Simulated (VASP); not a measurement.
## Rhodium: how cutoff and mesh change the relaxed cell

Aim: test the relaxed volume of Rhodium against cutoff and mesh. The starting structure is a measured crystal structure from the Crystallography Open Database.

Main program and level: VASP 6.6.1; Kohn-Sham DFT with plane waves and PAW; PBEsol.

## (1) The starting structure

The structure is cubic, space group Fm-3m (No. 225). Conventional cell: a = 3.803 Å, b = 3.803 Å, c = 3.803 Å, α = 90.00°, β = 90.00°, γ = 90.00°. Rh has 12 Rh at 2.69 Å nearest.

As a file:

```xyz
1
Lattice="0.0000 1.9016 1.9016 1.9016 0.0000 1.9016 1.9016 1.9016 0.0000" Properties=species:S:1:pos:R:3 pbc="T T T"
Rh    0.0000    0.0000    0.0000
```

## (2) Reference relaxation

Contents of INCAR:

```
SYSTEM = Rh
PREC = Accurate
ENCUT = 450
EDIFF = 1E-06
NELM = 100
ISMEAR = 1
SIGMA = 0.1
LREAL = .FALSE.
ALGO = Normal
GGA = PS
LORBIT = 11
LWAVE = .FALSE.
LCHARG = .FALSE.
KPAR = 2
IBRION = 2
NSW = 50
ISIF = 3
EDIFFG = -0.01
```

Contents of POSCAR:

```
Rh
1.0
    0.0000000000      1.9015500000      1.9015500000
    1.9015500000      0.0000000000      1.9015500000
    1.9015500000      1.9015500000      0.0000000000
Rh
1
Direct
    0.0000000000      0.0000000000      0.0000000000
```

Contents of KPOINTS:

```
Automatic mesh
0
Gamma
12 12 12
0 0 0
```

Potentials, in the order of the species: Rh_pv (PBE family, release 64).

Run with:

```sh
$ mpirun -np 2 vasp_std
```

Output:

```text
[banner, memory and clock lines left out]
running    2 mpi-ranks, on    1 nodes
 distrk:  each k-point on    1 cores,    2 groups
 distr:  one band on    1 cores,    1 groups

 POSCAR found type information on POSCAR Rh
 POSCAR found :  1 types and       1 ions
|                                                                             |
|               ----> ADVICE to this user running VASP <----                  |
|                                                                             |
|     You enforced a specific xc type in the INCAR file but a different       |
|     [... a line on the potential file left out ...]
|     I HOPE YOU KNOW WHAT YOU ARE DOING!                                     |
|                                                                             |

 LDA part: xc-table for (Slater+PW92), standard interpolation
 POSCAR, INCAR and KPOINTS ok, starting setup
 FFT: planning ... GRIDC
 FFT: planning ... GRID_SOFT
 FFT: planning ... GRID
 WAVECAR not read
 entering main loop
       N       E                     dE             d eps       ncg     rms          rms(c)
DAV:   1     0.105609728280E+03    0.10561E+03   -0.86915E+03  1590   0.132E+03
DAV:   2    -0.734633330598E+01   -0.11296E+03   -0.10797E+03  1647   0.367E+02
DAV:   3    -0.877635083780E+01   -0.14300E+01   -0.14240E+01  1803   0.468E+01
DAV:   4    -0.878464359248E+01   -0.82928E-02   -0.82922E-02  1759   0.374E+00
DAV:   5    -0.878476773203E+01   -0.12414E-03   -0.12414E-03  1784   0.425E-01    0.110E+01
DAV:   6    -0.816375571302E+01    0.62101E+00   -0.14386E+00  1638   0.179E+01    0.332E+00
DAV:   7    -0.814221618057E+01    0.21540E-01   -0.26783E-02  1824   0.210E+00    0.156E+00
DAV:   8    -0.813743385649E+01    0.47823E-02   -0.43494E-03  1641   0.108E+00    0.227E-01
DAV:   9    -0.813722649016E+01    0.20737E-03   -0.14822E-04  1830   0.203E-01    0.196E-02
DAV:  10    -0.813723118605E+01   -0.46959E-05   -0.23806E-06  1598   0.220E-02    0.266E-03
DAV:  11    -0.813723122831E+01   -0.42258E-07   -0.27307E-07   954   0.782E-03
   1 F= -.81372312E+01 E0= -.81373027E+01  d E =-.813723E+01
 curvature:   0.00 expect dE= 0.000E+00 dE for cont linesearch  0.000E+00
 trial: gam= 0.00000 g(F)=  0.151E-61 g(S)=  0.337E-01 ort = 0.000E+00 (trialstep = 0.100E+01)
 search vector abs. value=  0.337E-01
 bond charge predicted
       N       E                     dE             d eps       ncg     rms          rms(c)
DAV:   1    -0.955425519332E+01   -0.14170E+01   -0.21767E+01  1668   0.765E+01    0.109E+01
DAV:   2    -0.813516351516E+01    0.14191E+01   -0.31607E+00  1629   0.278E+01    0.171E+00
DAV:   3    -0.810499843715E+01    0.30165E-01   -0.84804E-02  1761   0.417E+00    0.114E+00
DAV:   4    -0.810679154294E+01   -0.17931E-02   -0.65420E-03  1686   0.113E+00    0.289E-01
DAV:   5    -0.810741637251E+01   -0.62483E-03   -0.64967E-04  1776   0.324E-01    0.351E-02
DAV:   6    -0.810736297792E+01    0.53395E-04   -0.20481E-05  1707   0.648E-02    0.616E-03
DAV:   7    -0.810736213293E+01    0.84499E-06   -0.10661E-06  1188   0.166E-02
   2 F= -.81073621E+01 E0= -.81073154E+01  d E =0.298691E-01
 trial-energy change:    0.029869  1 .order    0.031948   -0.033677    0.097572
 step:   0.2756(harm=  0.2566)  dis= 0.00000  next Energy=    -8.141915 (dE=-0.468E-02)
 bond charge predicted
       N       E                     dE             d eps       ncg     rms          rms(c)
DAV:   1    -0.894629864332E+01   -0.83894E+00   -0.12059E+01  1659   0.590E+01    0.612E+00
DAV:   2    -0.814246039321E+01    0.80384E+00   -0.19808E+00  1623   0.212E+01    0.164E+00
DAV:   3    -0.813999446540E+01    0.24659E-02   -0.18590E-02  1782   0.179E+00    0.885E-01
DAV:   4    -0.814182479533E+01   -0.18303E-02   -0.38282E-03  1680   0.813E-01    0.130E-01
DAV:   5    -0.814201774182E+01   -0.19295E-03   -0.17735E-04  1832   0.158E-01    0.350E-02
DAV:   6    -0.814199962601E+01    0.18116E-04   -0.10058E-05  1662   0.505E-02    0.475E-03
DAV:   7    -0.814199921479E+01    0.41122E-06   -0.79907E-08  1023   0.384E-03
   3 F= -.81419992E+01 E0= -.81420376E+01  d E =-.476799E-02
 curvature:  -0.13 expect dE=-0.170E-05 dE for cont linesearch -0.170E-05
 trial: gam=-0.01945 g(F)=  0.245E-64 g(S)=  0.133E-04 ort = 0.668E-03 (trialstep = 0.855E+00)
 search vector abs. value=  0.532E-08
 reached required accuracy - stopping structural energy minimisation
```

The job ended after 12 s (2 MPI ranks of AMD EPYC 7R43, shared host; peak memory 0.2 GiB).

Lines that name or quote the potential files are left out of all logs, and their timing lines are given in words.

From OUTCAR (step 2):

```text
ion  position               nearest neighbor table
   1  0.000  0.000  0.000-

  LATTYP: Found a face centered cubic cell.
 ALAT       =     3.8031000000

 Subroutine GETGRP returns: Found 48 space group operations
 (whereof 48 operations were pure point group operations)

The static configuration has the point symmetry O_h .

 Found     72 irreducible k-points:

   k-points           NKPTS =     72   k-points in BZ     NKDIM =     72   number of bands    NBANDS=     11

   dimension x,y,z NGX =    20 NGY =   20 NGZ =   20
   dimension x,y,z NGXF=    40 NGYF=   40 NGZF=   40

   ENCUT  =  450.0 eV  33.07 Ry    5.75 a.u.   4.65  4.65  4.65*2*pi/ulx,y,z

   NELECT =      15.0000    total number of electrons

 k-points in reciprocal lattice and weights: Automatic mesh
   0.00000000  0.00000000  0.00000000       0.001
   0.08333333  0.00000000  0.00000000       0.005
   0.16666667  0.00000000  0.00000000       0.005
   0.25000000  0.00000000  0.00000000       0.005
   0.33333333  0.00000000  0.00000000       0.005
   0.41666667  0.00000000  0.00000000       0.005
   0.50000000  0.00000000  0.00000000       0.002
   0.08333333  0.08333333  0.00000000       0.003
   0.16666667  0.08333333  0.00000000       0.014
[...]
-0.33333333  0.50000000  0.16666667       0.007
  -0.25000000  0.50000000  0.25000000       0.003

 average (electrostatic) potential at core
       1 -70.4561

 E-fermi :  12.1482

 k-point     1 :       0.0000    0.0000    0.0000
  band No.  band energies     occupation
    ...
      5       8.9075      2.00000
      6       8.9075      2.00000
      7       8.9075      2.00000
      8      11.0841      2.00000
      9      11.0841      2.00000
     10      28.0299      0.00000
     11      32.3812      0.00000

 k-point     2 :       0.0833    0.0000    0.0000
  band No.  band energies     occupation
    ...
      5       8.7840      2.00000
      6       9.0165      2.00000
      7       9.0165      2.00000
      8      11.0244      2.00000
      9      11.0244      2.00000
     10      28.4417      0.00000
     11      32.1835      0.00000

 k-point     3 :       0.1667    0.0000    0.0000
  band No.  band energies     occupation
    ...
      5       8.5641      2.00000
      6       9.2382      2.00000
      7       9.2382      2.00000
      8      10.9721      2.00000
      9      10.9721      2.00000
     10      29.3268      0.00000
     11      29.8290      0.00000

  Total       -0.0095713     -0.0095713     -0.0095713     -0.0000000      0.0000000      0.0000000
  in kB       -1.1368640     -1.1368640     -1.1368640     -0.0000000      0.0000000      0.0000000
  external PRESSURE =      -1.1368640 kB  Pullay stress =       0.0000000 kB

  energy-cutoff  :      450.00
  volume of cell :       13.49
      direct lattice vectors                 reciprocal lattice vectors
     0.000000000  1.889356305  1.889356305    -0.264640396  0.264640396  0.264640396
     1.889356305  0.000000000  1.889356305     0.264640396 -0.264640396  0.264640396
     1.889356305  1.889356305 -0.000000000     0.264640396  0.264640396 -0.264640396

 POSITION                                       TOTAL-FORCE (eV/Angst)
 -----------------------------------------------------------------------------------
      0.00000      0.00000      0.00000         0.000000      0.000000     -0.000000
 -----------------------------------------------------------------------------------
    total drift:                               -0.000000     -0.000000     -0.000000

  FREE ENERGIE OF THE ION-ELECTRON SYSTEM (eV)
  ---------------------------------------------------
  free  energy   TOTEN  =        -8.1419992148 eV

  energy  without entropy=       -8.1421143327  energy(sigma->0) =       -8.14203759

 reached required accuracy - stopping structural energy minimisation

 total charge
# of ion       s       p       d       tot
------------------------------------------
    1        0.419   6.320   7.067  13.807

[... 3 further parts left out ...]
```

This run has no spin polarisation. Its electron count is odd, so without a moment it is a metal by construction. The PAW data sets were made with PBE, which is usual practice but a small mismatch for other functionals. The run keeps the 48 symmetry operations of its start, so it cannot find a distortion of lower symmetry.

The reference relaxation ends at 13.489 Å³ an atom. Pressures at 0.985 and 1.015 times this volume, from two more relaxations that aren't shown, give a bulk modulus of 297.4 GPa.

## (3) Relaxation with a cutoff of 250 eV

Against step 2 the input has ENCUT = 250. This run starts from the cell of an earlier relaxation, which isn't shown; the restart sets up the plane waves anew.

INCAR: that of step 2 with these lines changed.

```diff
@@ -2,3 +2,3 @@
 PREC = Accurate
-ENCUT = 450
+ENCUT = 250
 EDIFF = 1E-06
```

Contents of POSCAR:

```
Rh
1.0
    0.0000000000      1.8771625216      1.8771625216
    1.8771625216      0.0000000000      1.8771625216
    1.8771625216      1.8771625216      0.0000000000
Rh
1
Direct
    0.0000000000      0.0000000000      0.0000000000
```

KPOINTS is that of step 2.

Run with:

```sh
$ mpirun -np 2 vasp_std
```

Output:

```text
[banner, memory and clock lines left out]
running    2 mpi-ranks, on    1 nodes
[...]
[... a notice as in an earlier step ...]

 LDA part: xc-table for (Slater+PW92), standard interpolation
 POSCAR, INCAR and KPOINTS ok, starting setup
[...]
entering main loop
       N       E                     dE             d eps       ncg     rms          rms(c)
DAV:   1     0.550708743684E+02    0.55071E+02   -0.64595E+03  1694   0.884E+02
DAV:   2    -0.817533105107E+01   -0.63246E+02   -0.60613E+02  1668   0.261E+02
DAV:   3    -0.876180102054E+01   -0.58647E+00   -0.58573E+00  1824   0.279E+01
DAV:   4    -0.876410497454E+01   -0.23040E-02   -0.23039E-02  1722   0.176E+00
[...]
DAV:   9    -0.812847478125E+01    0.23589E-03   -0.12057E-04  1812   0.176E-01    0.172E-02
DAV:  10    -0.812847996015E+01   -0.51789E-05   -0.11738E-06  1420   0.130E-02    0.308E-03
DAV:  11    -0.812847998720E+01   -0.27047E-07   -0.16814E-07   927   0.596E-03
   1 F= -.81284800E+01 E0= -.81284837E+01  d E =-.812848E+01
[...]
DAV:   6    -0.810373601829E+01    0.27692E-04   -0.66095E-06  1662   0.404E-02    0.259E-03
DAV:   7    -0.810373589206E+01    0.12623E-06   -0.85909E-08   894   0.434E-03
   2 F= -.81037359E+01 E0= -.81036666E+01  d E =0.247441E-01
 trial-energy change:    0.024744  1 .order    0.024782   -0.014990    0.064555
 step:   0.1889(harm=  0.1884)  dis= 0.00000  next Energy=    -8.129896 (dE=-0.142E-02)
[...]
N       E                     dE             d eps       ncg     rms          rms(c)
DAV:   1    -0.855194778696E+01   -0.44821E+00   -0.63932E+00  1674   0.422E+01    0.457E+00
DAV:   2    -0.813134807314E+01    0.42060E+00   -0.10018E+00  1653   0.148E+01    0.106E+00
DAV:   3    -0.812892362858E+01    0.24244E-02   -0.10154E-02  1773   0.131E+00    0.553E-01
DAV:   4    -0.812986546856E+01   -0.94184E-03   -0.19460E-03  1680   0.531E-01    0.627E-02
DAV:   5    -0.812992319054E+01   -0.57722E-04   -0.69496E-05  1845   0.949E-02    0.216E-02
DAV:   6    -0.812991704517E+01    0.61454E-05   -0.53218E-06  1647   0.375E-02    0.219E-03
DAV:   7    -0.812991675677E+01    0.28840E-06   -0.26567E-08   867   0.225E-03
   3 F= -.81299168E+01 E0= -.81299067E+01  d E =-.143677E-02
[...]
reached required accuracy - stopping structural energy minimisation
```

Wall time 5.2 s (2 MPI ranks); peak memory 0.15 GiB; 9.1 s of CPU time.

Parts of OUTCAR (step 3):

```text
  Total       -0.0050561     -0.0050561     -0.0050561      0.0000000      0.0000000      0.0000000
  in kB       -0.6177533     -0.6177533     -0.6177533      0.0000000      0.0000000      0.0000000
  external PRESSURE =      -0.6177533 kB  Pullay stress =       0.0000000 kB

 POSITION                                       TOTAL-FORCE (eV/Angst)
 -----------------------------------------------------------------------------------
      0.00000      0.00000      0.00000         0.000000      0.000000      0.000000
 -----------------------------------------------------------------------------------
    total drift:                               -0.000000     -0.000000     -0.000000

  FREE ENERGIE OF THE ION-ELECTRON SYSTEM (eV)
  ---------------------------------------------------
  free  energy   TOTEN  =        -8.1299167568 eV

  energy  without entropy=       -8.1298866710  energy(sigma->0) =       -8.12990673

[... 2 parts as in an earlier step ...]

[... 2 further parts left out ...]
[key lines of the parts left out:]
E-fermi :  12.6941
```

With a cutoff of 250 eV the cell ends at 13.113 Å³ an atom, -2.78 % from the reference; the bulk modulus is 324.3 GPa against 297.4 GPa.

## (4) Relaxation with a 7×7×7 mesh

Against step 2 the input has a 7×7×7 mesh.

INCAR: that of step 3 with these lines changed.

```diff
@@ -2,3 +2,3 @@
 PREC = Accurate
-ENCUT = 250
+ENCUT = 450
 EDIFF = 1E-06
```

Contents of POSCAR:

```
Rh
1.0
    0.0000000000      1.9015500000      1.9015500000
    1.9015500000      0.0000000000      1.9015500000
    1.9015500000      1.9015500000      0.0000000000
Rh
1
Direct
    0.0000000000      0.0000000000      0.0000000000
```

Contents of KPOINTS:

```
Automatic mesh
0
Gamma
7 7 7
0 0 0
```

Run with:

```sh
$ mpirun -np 2 vasp_std
```

Output:

```text
[... set-up lines as in an earlier step ...]
 entering main loop
       N       E                     dE             d eps       ncg     rms          rms(c)
DAV:   1     0.990012983819E+02    0.99001E+02   -0.87923E+03   440   0.130E+03
DAV:   2    -0.745644635425E+01   -0.10646E+03   -0.10158E+03   449   0.350E+02
DAV:   3    -0.883832316462E+01   -0.13819E+01   -0.13756E+01   515   0.452E+01
DAV:   4    -0.884682712338E+01   -0.85040E-02   -0.85037E-02   479   0.360E+00
[...]
DAV:   9    -0.819527611629E+01    0.18013E-03   -0.11257E-04   503   0.173E-01    0.140E-02
DAV:  10    -0.819528098330E+01   -0.48670E-05   -0.27617E-06   493   0.243E-02    0.253E-03
DAV:  11    -0.819528097354E+01    0.97643E-08   -0.37880E-07   274   0.936E-03
   1 F= -.81952810E+01 E0= -.81957109E+01  d E =-.819528E+01
[...]
2 F= -.81480527E+01 E0= -.81482580E+01  d E =0.472282E-01
[...]
3 F= -.82025168E+01 E0= -.82029026E+01  d E =-.723585E-02
[...]
4 F= -.82025208E+01 E0= -.82029051E+01  d E =-.723983E-02
[...]
reached required accuracy - stopping structural energy minimisation
```

Elapsed: 6.8 s, on 2 MPI ranks; peak memory 0.2 GiB.

OUTCAR, selected parts (step 4):

```text
  Total       -0.0004034     -0.0004034     -0.0004034     -0.0000000      0.0000000      0.0000000
  in kB       -0.0481479     -0.0481479     -0.0481479     -0.0000000      0.0000000      0.0000000
  external PRESSURE =      -0.0481479 kB  Pullay stress =       0.0000000 kB

 POSITION                                       TOTAL-FORCE (eV/Angst)
 -----------------------------------------------------------------------------------
      1.88636      3.77273      1.88636         0.000000     -0.000000     -0.000000
 -----------------------------------------------------------------------------------
    total drift:                                0.000000      0.000000     -0.000000

  FREE ENERGIE OF THE ION-ELECTRON SYSTEM (eV)
  ---------------------------------------------------
  free  energy   TOTEN  =        -8.2025208036 eV

  energy  without entropy=       -8.2036736946  energy(sigma->0) =       -8.20290510

[... 1 part as in an earlier step ...]

[... 3 further parts left out ...]
[key lines of the parts left out:]
E-fermi :  12.2417
```

With a 7×7×7 mesh the cell ends at 13.425 Å³ an atom, -0.47 % from the reference; the bulk modulus is 302.6 GPa against 297.4 GPa.

## (5) Relaxation with a cutoff of 420 eV

Against step 2 the input has ENCUT = 420.

INCAR: that of step 4 with these lines changed.

```diff
@@ -2,3 +2,3 @@
 PREC = Accurate
-ENCUT = 450
+ENCUT = 420
 EDIFF = 1E-06
```

POSCAR is that of step 4.

Contents of KPOINTS:

```
Automatic mesh
0
Gamma
12 12 12
0 0 0
```

Run with:

```sh
$ mpirun -np 2 vasp_std
```

Output:

```text
[... set-up lines as in an earlier step ...]
 entering main loop
       N       E                     dE             d eps       ncg     rms          rms(c)
DAV:   1     0.956982554367E+02    0.95698E+02   -0.83634E+03  1595   0.124E+03
DAV:   2    -0.751396061222E+01   -0.10321E+03   -0.98635E+02  1638   0.348E+02
DAV:   3    -0.877703770054E+01   -0.12631E+01   -0.12423E+01  1842   0.436E+01
DAV:   4    -0.878437711324E+01   -0.73394E-02   -0.73390E-02  1737   0.347E+00
[...]
DAV:   9    -0.813712457232E+01    0.20332E-03   -0.14286E-04  1839   0.197E-01    0.200E-02
DAV:  10    -0.813712927604E+01   -0.47037E-05   -0.23064E-06  1582   0.213E-02    0.269E-03
DAV:  11    -0.813712932302E+01   -0.46983E-07   -0.26279E-07   930   0.765E-03
   1 F= -.81371293E+01 E0= -.81372009E+01  d E =-.813713E+01
[...]
2 F= -.80999313E+01 E0= -.80998737E+01  d E =0.371980E-01
[...]
3 F= -.81427637E+01 E0= -.81427998E+01  d E =-.563435E-02
[...]
4 F= -.81427652E+01 E0= -.81428005E+01  d E =-.563588E-02
[...]
reached required accuracy - stopping structural energy minimisation
```

Elapsed: 12 s, on 2 MPI ranks; peak memory 0.18 GiB.

(Continued in part 2 of 2.)

[Lines on the potential files, build, host, timing and source positions are cut from VASP's logs without a mark.]

[Logs are printed without paths, hosts, clocks, repeated set-up lines and the standing remarks that a program may print on its own settings, such as how far it seeks lower states.]

[Hosts, paths, dates, database ids (printed as entryN), source tags and the programs' standing remarks are cut or masked in the printed files.]
